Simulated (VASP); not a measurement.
The system is TiO2.

```xyz
6
Lattice="-1.8913 1.8913 4.8075 1.8913 -1.8913 4.8075 1.8913 1.8913 -4.8075" Properties=species:S:1:pos:R:3 pbc="T T T"
Ti    0.0000    0.0000    0.0000
Ti    0.0000    1.8913    2.4038
O     0.0000    1.8913    4.3955
O     0.0000    0.0000    1.9918
O     0.0000    1.8913    0.4120
O     0.0000    0.0000    7.6233
```

The cell is a database's computed one.

| Item | Value |
| --- | --- |
| Program | VASP 6.6.1 |
| Task | relaxation of cell and atoms |
| Functional | PBE |
| Potentials or basis | VASP PAW PBE potentials, release 64 (Ti_sv, O) |
| Cutoff | 600 eV |
| k mesh | 6 × 6 × 6 |
| Occupations | gaussian, width 0.1 eV |
| Spin | no spin polarisation |

At the start: pressure 3.9 GPa; volume 11.46 Å³/atom.

**Question.** Where does the relaxation end?

**Answer.** Over 5 steps the energy falls by 2.5 meV/atom and the volume is 11.67 Å³/atom (+1.8 %); space group I4_1/amd (No. 141, to 0.05 Å).

Step by step:
```
step  energy change (eV)  largest force (eV/Å)  pressure (GPa)  volume (Å³)
   1              0.0000                0.0659            3.91        68.78
   2              0.0081                0.1940           -4.39        71.60
   3             -0.0149                0.0542            0.02        70.02
   4             -0.0149                0.0518            0.08        69.99
   5             -0.0152                0.0146            0.09        70.04
```

Final structure:
```xyz
6
Lattice="-1.9031 1.9031 4.8348 1.9031 -1.9031 4.8348 1.9031 1.9031 -4.8348" Properties=species:S:1:pos:R:3 pbc="T T T"
Ti    0.0000    0.0000    0.0000
Ti    0.0000    1.9031    2.4174
O     0.0000    1.9031    4.4197
O     0.0000    0.0000    2.0023
O     0.0000    1.9031    0.4151
O     1.9031    1.9031    2.8325
```
